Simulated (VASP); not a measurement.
Output of a VASP run:

### OSZICAR
```
...
DAV:   4    -0.483214606084E+02    0.11783E-04   -0.47744E-04  2819   0.560E-01    0.547E-02
DAV:   5    -0.483215432517E+02   -0.82643E-04   -0.17617E-03  3154   0.967E-01    0.610E-02
DAV:   6    -0.483214473894E+02    0.95862E-04   -0.22435E-03  2670   0.951E-01    0.293E-02
DAV:   7    -0.483213999361E+02    0.47453E-04   -0.45093E-04  2509   0.374E-01    0.120E-02
DAV:   8    -0.483214088345E+02   -0.88984E-05   -0.11816E-04  3085   0.108E-01    0.101E-02
DAV:   9    -0.483214092955E+02   -0.46101E-06   -0.99598E-06  1347   0.314E-02
   6 F= -.48321409E+02 E0= -.48319003E+02  d E =-.151578E-02
       N       E                     dE             d eps       ncg     rms          rms(c)
DAV:   1    -0.483199951481E+02    0.14137E-02   -0.68307E-01  2454   0.285E+00    0.908E-02
DAV:   2    -0.483218893779E+02   -0.18942E-02   -0.19394E-02  3625   0.101E+00    0.748E-02
DAV:   3    -0.483219039189E+02   -0.14541E-04   -0.14646E-03  3137   0.751E-01    0.649E-02
DAV:   4    -0.483218819846E+02    0.21934E-04   -0.17491E-03  2882   0.951E-01    0.523E-02
DAV:   5    -0.483218211791E+02    0.60805E-04   -0.56095E-04  2710   0.545E-01    0.333E-02
DAV:   6    -0.483218263634E+02   -0.51842E-05   -0.33851E-04  3382   0.376E-01    0.208E-02
DAV:   7    -0.483218114399E+02    0.14923E-04   -0.13709E-04  2365   0.256E-01    0.873E-03
DAV:   8    -0.483218116191E+02   -0.17924E-06   -0.23015E-05  1515   0.840E-02
   7 F= -.48321812E+02 E0= -.48319396E+02  d E =-.191810E-02
       N       E                     dE             d eps       ncg     rms          rms(c)
DAV:   1    -0.483216291340E+02    0.18231E-03   -0.30556E-01  2454   0.201E+00    0.525E-02
DAV:   2    -0.483222116212E+02   -0.58249E-03   -0.59596E-03  3547   0.542E-01    0.441E-02
DAV:   3    -0.483222157085E+02   -0.40873E-05   -0.39044E-04  2753   0.473E-01    0.397E-02
DAV:   4    -0.483222060658E+02    0.96427E-05   -0.39710E-04  2320   0.467E-01    0.305E-02
DAV:   5    -0.483221984345E+02    0.76313E-05   -0.30992E-04  1589   0.381E-01    0.239E-02
DAV:   6    -0.483221848478E+02    0.13587E-04   -0.17324E-04  2101   0.278E-01    0.107E-02
DAV:   7    -0.483221859046E+02   -0.10568E-05   -0.44298E-05  2044   0.114E-01
   8 F= -.48322186E+02 E0= -.48319776E+02  d E =-.374285E-03
       N       E                     dE             d eps       ncg     rms          rms(c)
DAV:   1    -0.483220336543E+02    0.15119E-03   -0.13710E-01  2461   0.135E+00    0.363E-02
DAV:   2    -0.483223024306E+02   -0.26878E-03   -0.27546E-03  3547   0.342E-01    0.256E-02
DAV:   3    -0.483222972872E+02    0.51434E-05   -0.48679E-05  2243   0.151E-01    0.199E-02
DAV:   4    -0.483222951330E+02    0.21541E-05   -0.22090E-05  1452   0.149E-01
   9 F= -.48322295E+02 E0= -.48319888E+02  d E =-.483514E-03
       N       E                     dE             d eps       ncg     rms          rms(c)
DAV:   1    -0.483217402379E+02    0.55705E-03   -0.31020E-01  2433   0.193E+00    0.540E-02
DAV:   2    -0.483231530578E+02   -0.14128E-02   -0.14366E-02  4275   0.158E+00    0.979E-02
DAV:   3    -0.483226367646E+02    0.51629E-03   -0.76925E-03  3984   0.180E+00    0.553E-02
DAV:   4    -0.483226198632E+02    0.16901E-04   -0.50996E-04  2952   0.422E-01    0.318E-02
DAV:   5    -0.483226204169E+02   -0.55373E-06   -0.16073E-04  2539   0.148E-01    0.267E-02
DAV:   6    -0.483226179276E+02    0.24893E-05   -0.89921E-05  2730   0.213E-01
  10 F= -.48322618E+02 E0= -.48320200E+02  d E =-.322795E-03
```

**OUTCAR**
```
------------------------ aborting loop because EDIFF is reached ----------------------------------------
  FORCE on cell =-STRESS in cart. coord.  units (eV):
  Direction    XX          YY          ZZ          XY          YZ          ZX
  --------------------------------------------------------------------------------------
  Total       -3.9928894     -3.9928894     -0.8599824      0.0000000      0.0000000     -0.0000000
  in kB      -17.8082061    -17.8082061     -3.8355043      0.0000000      0.0000000     -0.0000000
  external PRESSURE =     -13.1506389 kB  Pullay stress =       0.0000000 kB
  volume of cell :      359.23
      direct lattice vectors                 reciprocal lattice vectors
     3.716149822  0.000000000  0.000000000     0.269095717  0.000000000  0.000000000
     0.000000000  3.716149822  0.000000000     0.000000000  0.269095717  0.000000000
     0.000000000  0.000000000 26.013048757     0.000000000  0.000000000  0.038442245
 POSITION                                       TOTAL-FORCE (eV/Angst)
 -----------------------------------------------------------------------------------
      1.85807      1.85807      8.45344         0.000000     -0.000000      0.009266
      0.00000      1.85807     10.20653         0.000000     -0.000000      0.003577
      1.85807      0.00000     10.20653         0.000000     -0.000000      0.003577
      1.85807      1.85807     12.05759         0.000000     -0.000000      0.005275
      3.71615      1.85807     13.94104        -0.000000     -0.000000      0.006593
      1.85807      0.00000     13.94104         0.000000     -0.000000      0.006593
      1.85807      1.85807     15.81109         0.000000     -0.000000     -0.021383
      0.00000      1.85807     17.60984         0.000000      0.000000     -0.012313
      1.85807      0.00000     17.60984         0.000000     -0.000000     -0.012313
      0.00000      0.00000      8.35275        -0.000000     -0.000000      0.023519
      0.00000      0.00000     12.07913        -0.000000     -0.000000      0.006509
      0.00000      0.00000     15.80947         0.000000     -0.000000     -0.018899
 -----------------------------------------------------------------------------------
    total drift:                                0.000000      0.000000     -0.032188
  FREE ENERGIE OF THE ION-ELECTRON SYSTEM (eV)
  ---------------------------------------------------
  free  energy   TOTEN  =       -48.3226179276 eV

  energy  without entropy=      -48.3153643952  energy(sigma->0) =      -48.32020008

 reached required accuracy - stopping structural energy minimisation
```
(Selected blocks of OUTCAR.)

**POSCAR**
```
Cu3Au(100) slab
1
    3.7161498225     0.0000000000     0.0000000000
    0.0000000000     3.7161498225     0.0000000000
    0.0000000000     0.0000000000    26.0130487572
Cu Au
9 3
Direct
  0.5000000000   0.5000000000   0.3214290000
  0.0000000000   0.5000000000   0.3928570000
  0.5000000000   0.0000000000   0.3928570000
  0.5000000000   0.5000000000   0.4642860000
  0.0000000000   0.5000000000   0.5357140000
  0.5000000000   0.0000000000   0.5357140000
  0.5000000000   0.5000000000   0.6071430000
  0.0000000000   0.5000000000   0.6785710000
  0.5000000000   0.0000000000   0.6785710000
  0.0000000000   0.0000000000   0.3214290000
  0.0000000000   0.0000000000   0.4642860000
  0.0000000000   0.0000000000   0.6071430000
```

### Question
Reconstruct the remaining input files.

### Answer
Several could match; the one computed here: the input of the run itself, PBEsol GGA, plane waves, VASP's PBE PAW potentials (set 64).

### INCAR
```
LREAL = .FALSE.   # projection in real space or not
GGA = PS
ALGO = Normal   # blocked Davidson
LWAVE = .TRUE.
NELMIN = 4
EDIFF = 1E-5   # SCF stop (eV)
ENCUT = 400
ISMEAR = 1
PREC = Normal
IBRION = 2   # conjugate gradients
SYSTEM = Cu3Au(100) slab
EDIFFG = -0.03   # ionic stop
LASPH = .TRUE.
LMAXMIX = 6
LCHARG = .FALSE.
LDIPOL = .TRUE.
SIGMA = 0.1
NSW = 50
NELM = 100   # most electronic steps
ISIF = 2
DIPOL = 0.5 0.5 0.5
IDIPOL = 3
```

File KPOINTS:
```
Automatic mesh
0
Gamma
8 8 1
0 0 0
```

POTCAR, in this order: Cu Au (PBE.64 set). Program: vasp_std.

The cell is a thin slab with vacuum, built from Cu3Au (L1_2): (100) face.
